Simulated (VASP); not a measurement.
An input for Quantum ESPRESSO's pw.x (written as the equivalent of a VASP run, and not itself run):

```
&CONTROL
  calculation = 'scf'
  pseudo_dir = './pseudo'
  outdir = './out'
  tprnfor = .true.
  tstress = .true.
/
&SYSTEM
  ibrav = 0
  nat = 3
  ntyp = 2
  ecutwfc = 70
  occupations = 'smearing'
  smearing = 'gaussian'
  degauss = 0.003675
  input_dft = 'pbe'
/
&ELECTRONS
  conv_thr = 7.3e-08
  electron_maxstep = 100
/
ATOMIC_SPECIES
  Pb 207.200 Pb.upf
  I 126.904 I.upf
CELL_PARAMETERS angstrom
     2.3373643   -4.0484339    0.0000000
     2.3373643    4.0484339    0.0000000
     0.0000000    0.0000000    7.5728572
ATOMIC_POSITIONS crystal
  Pb   1.0000000  0.0000000  0.0000000
  I    0.3333330  0.6666670  0.2457358
  I    0.6666670  0.3333330  0.7542642
K_POINTS automatic
  4 4 2 0 0 0
```

### Question
Translate this input to VASP (INCAR, KPOINTS, POSCAR, choice of POTCAR).

### Answer
One answer among several that fit: 
INCAR:
```
! general
SYSTEM   =  PbI2
PREC     =  Accurate
ENCUT    =  520
LREAL    =  .False.   ! projection in real space or not
LASPH    =  .True.

! electronic loop
EDIFF    =  1E-6
NELM     =  100
ALGO     =  Normal   ! blocked Davidson
LMAXMIX  =  4   ! l cut-off of mixed one-centre charges

! smearing
ISMEAR   =  0
SIGMA    =  0.05   ! width (eV)

! functional
GGA      =  PE   ! PBE

! output
LWAVE    =  .True.
LCHARG   =  .False.
```

**KPOINTS**
```
Automatic mesh
0
Gamma
4 4 2
0 0 0
```

### POSCAR
```
PbI2
4.6747290
  0.4999999623  -0.8660253749   0.0000000000
  0.4999999623   0.8660253749   0.0000000000
  0.0000000000   0.0000000000   1.6199564044
Pb I
1 2
Direct
  1.0000000000   0.0000000000   0.0000000000
  0.3333330000   0.6666670000   0.2457358494
  0.6666670000   0.3333330000   0.7542641506
```

POTCAR, in this order: Pb_d I (PBE.64 set). Program: vasp_std.

Limits of the translation: the potentials are each code's own (VASP's PAW set, PseudoDojo norm-conserving files in pw.x), so ENCUT and ecutwfc are chosen apart and not converted; conv_thr bounds pw.x's estimated SCF error, while EDIFF bounds the energy change between steps.

The compound is PbI2 in the 1T layered structure. It was relaxed first, which changed the volume by +14 %.
